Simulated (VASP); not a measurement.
Data:

```
CELL_PARAMETERS angstrom
      0.00000     3.16447     3.16447
      3.16447     0.00000     3.16447
      3.16447     3.16447     0.00000
ATOMIC_POSITIONS crystal
  Tl 0.00000 0.00000 0.00000
  Cl 0.50000 0.50000 0.50000
```

These are PBEsol GGA, VASP's PBE PAW potentials (set 64) (plane waves; VASP) values and carry that method's errors. Numerical set-up: 400 eV cut-off, Gaussian smearing of 0.050 eV, potentials Tl_d Cl.

Unless said otherwise, spin-orbit coupling is left out, though it shifts the bands of the heavy elements here.

Give the energies of bands 7 to 13 at the high-symmetry points, in eV from the valence-band maximum.

| band | Γ | X | U | L | W |
|---|---|---|---|---|---|
| 7 | -4.21 | -3.70 | -4.53 | -5.39 | -4.42 |
| 8 | -2.12 | -3.48 | -3.24 | -1.92 | -3.06 |
| 9 | -2.12 | -2.63 | -2.36 | -1.92 | -3.06 |
| 10 | -2.12 | -2.63 | -1.51 | 0.00 | -1.05 |
| 11 | 6.95 | 4.93 | 4.20 | 2.09 | 4.23 |
| 12 | 6.95 | 6.16 | 4.87 | 4.58 | 4.92 |
| 13 | 6.95 | 6.24 | 5.50 | 4.58 | 4.92 |

The gap is direct, 2.09 eV, from the valence maximum at L to the conduction minimum at L.

The structure comes from a computed database's TlCl entry (Fm-3m); how it stands against other phases isn't given here. It was relaxed first, which changed the volume by -5 %.
